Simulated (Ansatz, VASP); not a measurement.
## HfN: VASP beside Ansatz

Wanted: the spread between two codes on one cell, functional and k mesh. The cell is taken from a series of runs on this material, whose earlier steps may have relaxed, scaled, displaced or heated it; both programs get it as it stands.

Main program and level: Ansatz 0.2.0; plane waves, with VASP 6.6.1 beside it; relaxation of cell and atoms at PBEsol and zone-centre phonons at PBEsol.

## (1) The starting structure

Symmetry: F-43m, No. 216, cubic system. The conventional cell has a = 4.867 Å, b = 4.867 Å, c = 4.867 Å, α = 90.00°, β = 90.00°, γ = 90.00°. Hf has 4 N at 2.11 Å nearest. N has 4 Hf at 2.11 Å nearest. Farther neighbours and most contacts between anions are not listed.

Structure file:

```xyz
2
Lattice="0.0000 2.4335 2.4335 2.4335 0.0000 2.4335 2.4335 2.4335 0.0000" Properties=species:S:1:pos:R:3 pbc="T T T"
Hf    0.0000    0.0000    0.0000
N     3.6503    3.6503    3.6503
```

## (2) VASP: relaxation of cell and atoms, PBEsol

The relaxed volume is the usual yardstick between codes: in a stiff, nearly cubic crystal its relative difference is about their pressure difference at one cell divided by the bulk modulus.

Lines of VASP's logs that name or quote its potential files are left out, and so is its time.

File INCAR:

```
SYSTEM = HfN
PREC = Accurate
ENCUT = 600
EDIFF = 1E-07
NELM = 120
ISMEAR = 1
SIGMA = 0.15
LREAL = .FALSE.
ALGO = Normal
GGA = PS
NBANDS = 13
LASPH = .TRUE.
LORBIT = 11
LWAVE = .FALSE.
LCHARG = .FALSE.
ISIF = 3
IBRION = 2
NSW = 80
EDIFFG = -0.005
GGA_COMPAT = .FALSE.
NELMIN = 4
KPAR = 2
```

File POSCAR:

```
HfN
1.0
    0.0000000000      2.4335340000      2.4335340000
    2.4335340000      0.0000000000      2.4335340000
    2.4335340000      2.4335340000      0.0000000000
Hf N
1 1
Direct
    0.0000000000      0.0000000000      0.0000000000
    0.7500000000      0.7500000000      0.7500000000
```

File KPOINTS:

```
Automatic mesh
0
Gamma
16 16 16
0 0 0
```

Potentials, in the order of the species: Hf_pv and N (PBE family, release 64).

On the command line:

```bash
> mpirun -np 2 vasp_std
```

Numbers of over 12 decimals in the logs are rounded to 6 here.

What it wrote:

```text
[banner, memory and clock lines left out]
running    2 mpi-ranks, on    1 nodes
 distrk:  each k-point on    1 cores,    2 groups
 distr:  one band on    1 cores,    1 groups

 POSCAR found type information on POSCAR HfN
 POSCAR found :  2 types and       2 ions
|                                                                             |
|               ----> ADVICE to this user running VASP <----                  |
|                                                                             |
|     You enforced a specific xc type in the INCAR file but a different       |
|     [... a line on the potential file left out ...]
|     I HOPE YOU KNOW WHAT YOU ARE DOING!                                     |
|                                                                             |

 LDA part: xc-table for (Slater+PW92), standard interpolation
 POSCAR, INCAR and KPOINTS ok, starting setup
 FFT: planning ... GRIDC
 FFT: planning ... GRID_SOFT
 FFT: planning ... GRID
 WAVECAR not read
 entering main loop
       N       E                     dE             d eps       ncg     rms          rms(c)
DAV:   1     0.455449142902E+02    0.45545E+02   -0.84986E+03  3778   0.118E+03
DAV:   2    -0.227341055456E+02   -0.68279E+02   -0.64106E+02  5026   0.262E+02
DAV:   3    -0.255549892133E+02   -0.28209E+01   -0.28059E+01  4815   0.456E+01
DAV:   4    -0.255735852996E+02   -0.18596E-01   -0.18589E-01  4163   0.418E+00
DAV:   5    -0.255737786987E+02   -0.19340E-03   -0.19340E-03  4729   0.385E-01    0.571E+01
DAV:   6    -0.223992410486E+02    0.31745E+01   -0.13080E+01  4567   0.263E+01    0.406E+01
DAV:   7    -0.222964110057E+02    0.10283E+00   -0.73776E-01  4093   0.772E+00    0.248E+01
DAV:   8    -0.222775308573E+02    0.18880E-01   -0.89988E-02  4260   0.292E+00    0.606E+00
DAV:   9    -0.222704801888E+02    0.70507E-02   -0.23024E-02  4205   0.118E+00    0.180E+00
DAV:  10    -0.222702504435E+02    0.22975E-03   -0.17957E-03  4566   0.389E-01    0.324E-01
DAV:  11    -0.222702147803E+02    0.35663E-04   -0.12596E-04  4245   0.112E-01    0.768E-02
DAV:  12    -0.222702122277E+02    0.25527E-05   -0.20873E-05  4661   0.376E-02    0.188E-02
DAV:  13    -0.222702121007E+02    0.12695E-06   -0.83753E-07  4308   0.936E-03    0.101E-02
DAV:  14    -0.222702120786E+02    0.22061E-07   -0.50473E-08  2095   0.218E-03
   1 F= -.22270212E+02 E0= -.22270379E+02  d E =-.222702E+02
 curvature:   0.00 expect dE= 0.000E+00 dE for cont linesearch  0.000E+00
 trial: gam= 0.00000 g(F)=  0.207E-47 g(S)=  0.220E-02 ort = 0.000E+00 (trialstep = 0.100E+01)
 search vector abs. value=  0.220E-02
 bond charge predicted
       N       E                     dE             d eps       ncg     rms          rms(c)
DAV:   1    -0.222786269474E+02   -0.84148E-02   -0.21853E-01  3890   0.415E+00    0.147E+00
DAV:   2    -0.222714110595E+02    0.72159E-02   -0.14367E-02  3825   0.101E+00    0.713E-01
DAV:   3    -0.222695911538E+02    0.18199E-02   -0.34329E-03  3960   0.521E-01    0.478E-01
DAV:   4    -0.222694526878E+02    0.13847E-03   -0.55969E-04  4613   0.200E-01    0.266E-01
DAV:   5    -0.222694484845E+02    0.42033E-05   -0.48341E-05  4848   0.511E-02    0.115E-02
DAV:   6    -0.222694479939E+02    0.49064E-06   -0.24326E-06  3905   0.142E-02    0.671E-03
DAV:   7    -0.222694478149E+02    0.17902E-06   -0.12192E-07  3233   0.316E-03    0.567E-03
DAV:   8    -0.222694479044E+02   -0.89499E-07   -0.11572E-08  1910   0.105E-03
   2 F= -.22269448E+02 E0= -.22269652E+02  d E =0.764174E-03
 trial-energy change:    0.000764  1 .order    0.000788   -0.002197    0.003773
 step:   0.3736(harm=  0.3679)  dis= 0.00000  next Energy=   -22.270624 (dE=-0.412E-03)
 bond charge predicted
       N       E                     dE             d eps       ncg     rms          rms(c)
DAV:   1    -0.222742358994E+02   -0.47881E-02   -0.85548E-02  3890   0.260E+00    0.925E-01
DAV:   2    -0.222714080933E+02    0.28278E-02   -0.56414E-03  3850   0.634E-01    0.449E-01
DAV:   3    -0.222706902732E+02    0.71782E-03   -0.13459E-03  3965   0.325E-01    0.299E-01
DAV:   4    -0.222706325712E+02    0.57702E-04   -0.22946E-04  4623   0.128E-01    0.165E-01
DAV:   5    -0.222706263040E+02    0.62673E-05   -0.20985E-05  4848   0.338E-02    0.777E-03
DAV:   6    -0.222706260440E+02    0.25999E-06   -0.11306E-06  3890   0.963E-03    0.424E-03
DAV:   7    -0.222706261041E+02   -0.60101E-07   -0.54514E-08  2400   0.211E-03
   3 F= -.22270626E+02 E0= -.22270809E+02  d E =-.414025E-03
 curvature:  -0.18 expect dE=-0.395E-08 dE for cont linesearch -0.395E-08
 trial: gam= 0.00000 g(F)=  0.249E-46 g(S)=  0.215E-07 ort =-0.687E-05 (trialstep = 0.875E+00)
 search vector abs. value=  0.216E-07
 reached required accuracy - stopping structural energy minimisation
```

From OUTCAR (step 2):

```text
ion  position               nearest neighbor table
   1  0.000  0.000  0.000-   2 2.11   2 2.11   2 2.11   2 2.11
   2  0.750  0.750  0.750-   1 2.11   1 2.11   1 2.11   1 2.11

  LATTYP: Found a face centered cubic cell.
 ALAT       =     4.8670680000

 Subroutine GETGRP returns: Found 24 space group operations
 (whereof 24 operations were pure point group operations)

The static configuration has the point symmetry T_d .

 Found    145 irreducible k-points:

   k-points           NKPTS =    145   k-points in BZ     NKDIM =    145   number of bands    NBANDS=     13

   dimension x,y,z NGX =    28 NGY =   28 NGZ =   28
   dimension x,y,z NGXF=    56 NGYF=   56 NGZF=   56

   ENCUT  =  600.0 eV  44.10 Ry    6.64 a.u.   6.87  6.87  6.87*2*pi/ulx,y,z

   NELECT =      15.0000    total number of electrons

 k-points in reciprocal lattice and weights: Automatic mesh
   0.00000000  0.00000000  0.00000000       0.000
   0.06250000  0.00000000  0.00000000       0.002
   0.12500000  0.00000000  0.00000000       0.002
   0.18750000  0.00000000  0.00000000       0.002
   0.25000000  0.00000000  0.00000000       0.002
   0.31250000  0.00000000  0.00000000       0.002
   0.37500000  0.00000000  0.00000000       0.002
   0.43750000  0.00000000  0.00000000       0.002
   0.50000000  0.00000000  0.00000000       0.001
[...]
-0.31250000  0.50000000  0.18750000       0.003
  -0.25000000  0.50000000  0.25000000       0.001

 average (electrostatic) potential at core
       1 -36.5662       2 -63.6385

 E-fermi :   5.8287

 k-point     1 :       0.0000    0.0000    0.0000
  band No.  band energies     occupation
    ...
      4     -10.4187      2.00000
      5       0.2423      2.00000
      6       0.2423      2.00000
      7       0.2423      2.00000
      8       5.1822      2.00000
      9       8.1173     -0.00000
     10       8.1173     -0.00000
     11      12.6278      0.00000
     12      12.6278      0.00000
     13      12.6278      0.00000

 k-point     2 :       0.0625    0.0000    0.0000
  band No.  band energies     occupation
    ...
      4     -10.3676      2.00000
      5       0.1489      2.00000
      6       0.2728      2.00000
      7       0.2728      2.00000
      8       5.4047      2.00048
      9       8.0426     -0.00000
     10       8.0426     -0.00000
     11      12.5142      0.00000
     12      12.7385      0.00000
     13      12.7385      0.00000

 k-point     3 :       0.1250    0.0000    0.0000
  band No.  band energies     occupation
    ...
      3     -25.1144      2.00000
      4     -10.2241      2.00000
      5      -0.0616      2.00000
      6       0.3574      2.00000
      7       0.3574      2.00000
      8       5.9836     -0.05638
      9       7.8750     -0.00000
     10       7.8750     -0.00000
     11      12.2311      0.00000
     12      12.9799      0.00000
    ...

  Total        0.0005449      0.0005449      0.0005449      0.0000000      0.0000000     -0.0000000
  in kB        0.0304323      0.0304323      0.0304323      0.0000000      0.0000000     -0.0000000
  external PRESSURE =       0.0304323 kB  Pullay stress =       0.0000000 kB

  energy-cutoff  :      600.00
  volume of cell :       28.69
      direct lattice vectors                 reciprocal lattice vectors
     0.000000000  2.429712807  2.429712807    -0.205785638  0.205785638  0.205785638
     2.429712807  0.000000000  2.429712807     0.205785638 -0.205785638  0.205785638
     2.429712807  2.429712807  0.000000000     0.205785638  0.205785638 -0.205785638

 POSITION                                       TOTAL-FORCE (eV/Angst)
 -----------------------------------------------------------------------------------
      0.00000      0.00000      0.00000        -0.000000     -0.000000     -0.000000
      3.64457      3.64457      3.64457         0.000000      0.000000      0.000000
 -----------------------------------------------------------------------------------
    total drift:                                0.000000      0.000000      0.000000

  FREE ENERGIE OF THE ION-ELECTRON SYSTEM (eV)
  ---------------------------------------------------
  free  energy   TOTEN  =       -22.2706261041 eV

  energy  without entropy=      -22.2711759597  energy(sigma->0) =      -22.27080939

 reached required accuracy - stopping structural energy minimisation

 total charge
# of ion       s       p       d       tot
------------------------------------------
    1        0.331   6.615   1.721   8.667
    2        1.247   2.501   0.000   3.748
--------------------------------------------------
tot          1.578   9.116   1.721  12.415

[... 3 further parts left out ...]
```

CONTCAR:

```
HfN
   1.00000000000000
     0.0000000000000000    2.4297128068146310    2.4297128068146310
     2.4297128068146310    0.0000000000000000    2.4297128068146310
     2.4297128068146310    2.4297128068146310    0.0000000000000000
  Hf              N
     1     1
Direct
     0.0000000000000000    0.0000000000000000    0.0000000000000000
     0.7500000000000000    0.7500000000000000    0.7500000000000000
```

## (3) Ansatz: relaxation of cell and atoms, PBEsol

Ansatz runs on its default PAW (the set named soft_2) files.

The same cell, functional, mesh and smearing now go to Ansatz, which takes its cutoff from its data sets.

File input.yaml:

```yaml
crystal:
  lattice:
    - [0.0, 2.4335340877, 2.4335340877]
    - [2.4335340877, 0.0, 2.4335340877]
    - [2.4335340877, 2.4335340877, 0.0]
  atoms:
    - { symbol: Hf, position: [0.0, 0.0, 0.0] }
    - { symbol: "N", position: [0.75, 0.75, 0.75] }
kpoints:
  mp_grid: { grid: [16, 16, 16] }
hamiltonian:
  xc: pbesol
scf:
  occupations: { method: methfessel_paxton, width: 0.15 }
output:
  forces: true
  stress: true
  eigenvalues: true
relax:
  adjacent_minimum: "off"
  f_tol: 0.001
  max_steps: 60
  cell: { stress_tol: 0.01 }
```

On the command line:

```bash
> ansatz run input.yaml --threads 4 --pin off --max-ram 7168MiB --backend cpu --events-out ev --progress --plain --runs-dir out
```

What it wrote:

```text
Engine: ansatz 0.2.0, aarch64-unknown-linux-gnu
Pseudopotentials: kind: paw
Pseudopotential: Hf, paw, valence charge 26, recommended cutoff 420 eV (normal), Hf.paw.azcp
Pseudopotential: N, paw, valence charge 5, recommended cutoff 420 eV (normal), N.paw.azcp
Functional definition: PBEsol
  exchange = pbesol_x
  correlation = pbesol_c
Crystal: 2 atoms, lattice volume = 28.823 Å³
Basis set: ecut = 420 eV, 537 PW (Γ), exchange–correlation on 48×48×48 points (8 copies of the dense FFT grid, shifted against one another)
Bands: 20, of which v1, the nominal top of the filled ones, is band 16 counted from 1 (15 counted from 0)
Symmetry: 24 space group operations
Space group: F-43m (ITA 216), of the structure as read, at distance tolerance 3.1e-5 Å
k-points: 145 of 4096 (time reversal used)
Non-local potential: Hf, projectors of the file, l = 0: 3, l = 1: 2, l = 2: 2, l = 3: 3
Non-local potential: N, projectors of the file, l = 0: 2, l = 1: 2, l = 2: 1
PAW form: soft (Blöchl's): semilocal exchange-correlation on the pseudo side does not see the compensation charge
PAW frozen core: Hf, regenerated for the run's functional, and the local potential with it (the file was generated under x = pbe(κ = 0.804, μ = 0.219515), c = pbe(β = 0.066725))
PAW frozen core: N, regenerated for the run's functional, and the local potential with it (the file was generated under x = pbe(κ = 0.804, μ = 0.219515), c = pbe(β = 0.066725))
PAW one-centre angular grid: Hf, 590 points (default); XC on 64 Gauss nodes
PAW one-centre angular grid: N, 110 points (default); XC on 64 Gauss nodes
Initial density: superposition of atomic densities (neutral atoms: chi_scale 0, normalization atom), corrected by the library's trained network
Initial wavefunctions: pseudopotential atomic-orbital guess
Functional: x = pbesol(κ = 0.804, μ = 0.123457), c = pbesol(β = 0.046)
SCF iter   1: F=—  HF=-15979.591014 eV  |F-HF|=—  |Δ(HF+E_count)|=         —  Δρ=1.66e-2  dr2=8.42e-2  ethr=1.77e-3  ⟨swp⟩=4.3  Hψ=11227  notcnv=0
preconditioner: auto → Kerker (q_TF=auto, 2.762 Å⁻¹)  [metal: Δε(μ)=0.053 eV  Ē_g=18.373 eV  σ=0.150 eV  W_gap=0.28  n_scr=14 (ndim 8)  ℏωp=37.2 eV  f_vac=0.003  D(μ)=0.54/eV (n_scr^D=0)]
SCF iter   2: F=—  HF=-15979.571499 eV  |F-HF|=—  |Δ(HF+E_count)|=   1.95e-2  S|Δr|=    0.00e0  Δρ=3.28e-3  dr2=3.11e-3  ethr=2.72e-4  ⟨swp⟩=1.5  Hψ=4202  notcnv=0  defer=16
preconditioner: auto → none  [insulator: Δε(μ)=0.103 eV  Ē_g=18.374 eV  σ=0.150 eV  W_gap=0.54  n_scr=14 (ndim 8)  ℏωp=37.2 eV  f_vac=0.006  D(μ)=0.55/eV (n_scr^D=0)  ε∞_Penn≈5.1]
SCF iter   3: F=—  HF=-15979.571286 eV  |F-HF|=—  |Δ(HF+E_count)|=   2.13e-4  S|Δr|=    0.00e0  Δρ=1.16e-3  dr2=1.84e-4  ethr=1.00e-5  ⟨swp⟩=2.4  Hψ=4459  notcnv=0  defer=16
SCF iter   4: F=—  HF=-15979.571393 eV  |F-HF|=—  |Δ(HF+E_count)|=   1.07e-4  S|Δr|=    0.00e0  Δρ=4.36e-4  dr2=3.14e-5  ethr=5.95e-7  ⟨swp⟩=2.0  Hψ=5117  notcnv=0  defer=16
SCF iter   5: F=—  HF=-15979.571373 eV  |F-HF|=—  |Δ(HF+E_count)|=   1.96e-5  S|Δr|=    0.00e0  Δρ=7.52e-5  dr2=8.34e-7  ethr=1.01e-7  ⟨swp⟩=2.0  Hψ=5117  notcnv=0  defer=16
SCF iter   6: F=-15979.571374 eV  HF=-15979.571374 eV  |F-HF|=4.47e-8  |Δ(HF+E_count)|=   3.67e-7  S|Δr|=    0.00e0  Δρ=1.27e-5  dr2=2.95e-8  ethr=3.23e-10  ⟨swp⟩=6.6  Hψ=13781  notcnv=0
SCF 1 converged in 6 iterations: F = -15979.571374 eV  dr2 = 2.95e-8
  greatest PAW one-centre occupation: 0.998 electrons in one spin orbital (limit 2), on the Hf atom at site 0 (counted from 0), in its partial waves of l = 3
relax step   1: F+E_penalty+E_count = -15979.57137375 eV  Δ(F+E_penalty+E_count) = +0.000e0 eV  max|allowed force component| = 3.331e-16 eV/Å  Δτ_max = 0.0000 Å  P = -0.041 GPa  Ω = 28.823 Å³  (6 SCF iters, dr2 threshold 1.00e-7 eV, accepted)
[...]
relax step   2: F+E_penalty+E_count = -15979.57139296 eV  Δ(F+E_penalty+E_count) = -1.921e-5 eV  max|allowed force component| = 3.701e-16 eV/Å  Δτ_max = 0.0000 Å  P = +0.012 GPa  Ω = 28.816 Å³  energy of the carried Pulay correction = +1.855e-5 eV  (3 SCF iters, dr2 threshold 4.17e-9 eV, accepted)
[...]
relax step   3: F+E_penalty+E_count = -15979.57138868 eV  Δ(F+E_penalty+E_count) = +4.275e-6 eV  max|allowed force component| = 3.608e-16 eV/Å  Δτ_max = 0.0000 Å  P = +0.000 GPa  Ω = 28.818 Å³  energy of the carried Pulay correction = +1.421e-5 eV  (3 SCF iters, dr2 threshold 3.90e-10 eV, accepted)
[...]
relax step   4: F+E_penalty+E_count = -15979.57137050 eV  Δ(F+E_penalty+E_count) = +1.818e-5 eV  max|allowed force component| = 3.701e-16 eV/Å  Δτ_max = 0.0000 Å  P = -0.001 GPa  Ω = 28.818 Å³  stress off target by 6.17e-4 GPa  SCF on the basis re-selected at this cell (its energy is not comparable with the rows above)  (4 SCF iters)
basis re-selected at this cell: Δ(F+E_penalty+E_count) = +1.818e-5 eV, ΔP = -0.001 GPa vs the last step (what re-selecting the basis moved, of the pressure what is left beyond the Pulay correction that the steps carried, after the strain that the cell walked since its last selection, with what the two solves' SCF thresholds leave and, on support functions, any second-order correction that the steps lacked; it is no m [...]
SCF converged after 4 iterations
Stability not checked: this state was not tested for a lower state beside it, because cold or Methfessel-Paxton smearing, or corrected tetrahedra, fill the levels in a way that the test cannot read (fill_not_monotonic; see scf.lower_state_search)
Free energy (F): -15979.571371 eV
Harris-Foulkes:  -15979.571371 eV  (|F-HF|=1.82e-12)
Internal energy: -15979.572018 eV  (E = F + TS)
E sigma→0 (E₀):  -15979.571532 eV
Entropy (-TS):   0.000647 eV (0.324 meV/atom)
Fermi energy:    18.194681 eV
--- Per-component energies (eV) ---
  E_band       = 18.214324
  E_kinetic    = 554.712551
  E_local      = -5583.721066  (includes V_loc(G=0)·N_el)
  E_nonlocal   = -1191.949021
  E_hartree    = 2590.931408
  E_xc         = -357.461641
  E_vxc        = -342.335757  (∫ρ·V_xc dr)
  E_paw        = -6930.166159  (= ΣΔE_a)
  E_vpaw       = 1399.644687  (= ΣTr[D̂ρ^β])
  E_aug_tail   = 0.000091  (compensation charges beyond the density's cutoff)
  E_ewald      = -5063.197372
  E_core_change = 1.279190  (= ΣΔE_core)
  E_smearing   = 0.000647  (= −TS)
  E_closure    = -0.000000  (closes the sum)
  Σ components = -15979.571371   (vs F -15979.571371, Δ=0.00e0)
--- Forces (eV/Å), atoms counted from 1 ---
  atom   1  Hf     0.00000000     0.00000000     0.00000000
  atom   2  N     -0.00000000    -0.00000000    -0.00000000
  max |Σ_I F_I| component: 5.55e-17 eV/Å
--- Stress (GPa, compression-positive) ---
       -0.000617      -0.000000      -0.000000
       -0.000000      -0.000617       0.000000
       -0.000000       0.000000      -0.000617
  P = ⅓ Tr σ = -0.0006 GPa (-0.006 kbar)
--- Band table (eV; the first three rows and the last of 145) ---
  k-point 0: bands = [... 12 lower, 12.6252, 12.6252, 12.6252, 17.5887, 20.4499, 20.4499, 24.9536, 24.9536]
  k-point 1: bands = [... 12 lower, 12.5318, 12.6560, 12.6560, 17.8074, 20.3768, 20.3768, 24.8402, 25.0603]
  k-point 2: bands = [... 12 lower, 12.3199, 12.7415, 12.7415, 18.3773, 20.2126, 20.2126, 24.5564, 25.2930]
  k-point 144: bands = [... 12 lower, 12.4191, 13.0512, 14.6112, 16.8741, 19.5964, 21.8830, 23.4017, 24.9722]
--- Relaxed structure (3 steps of the walk, 3 accepted, 1 SCFs on fresh bases) ---
  F+E_penalty+E_count = -15979.57137050 eV   max|allowed force component| = 3.701e-16 eV/Å   (the final SCF, on the basis selected at the relaxed cell)
  cell:  # Å, volume = 28.8176 Å³
    - [0, 2.433377, 2.433377]
    - [2.433377, 0, 2.433377]
    - [2.433377, 2.433377, 0]
  atoms:
    - { symbol: Hf, position: [0, 0, 0] }
    - { symbol: N, position: [0.750000, 0.750000, 0.750000] }
```

## (4) Comparison

Known differences besides the potentials themselves: the data sets hold 31 valence electrons in Ansatz (on its default PAW (the set named soft_2) files) and 15 in VASP; the cutoff is 420 eV in Ansatz and 600 eV in VASP; Ansatz makes its cores anew for this functional, VASP keeps those of its PBE data sets; Ansatz adds a Pulay correction to the stress that steers its cell, VASP none. Total energies have different zeros and are not compared.

The two programs side by side:

```
                                         quantity  Ansatz   VASP  difference
                                      volume (Å³)   28.82  28.69     +0.45 %
edge a after relaxation, in the typed setting (Å)   3.441  3.436     +0.15 %
```

(Part 1 of 2 ends here.)

[Lines on the potential files, build, host, timing and source positions are cut from VASP's logs without a mark.]

[Logs are printed without paths, hosts, clocks, repeated set-up lines and the standing remarks that a program may print on its own settings, such as how far it seeks lower states.]

[Hosts, paths, dates, database ids (printed as entryN), source tags and the programs' standing remarks are cut or masked in the printed files.]
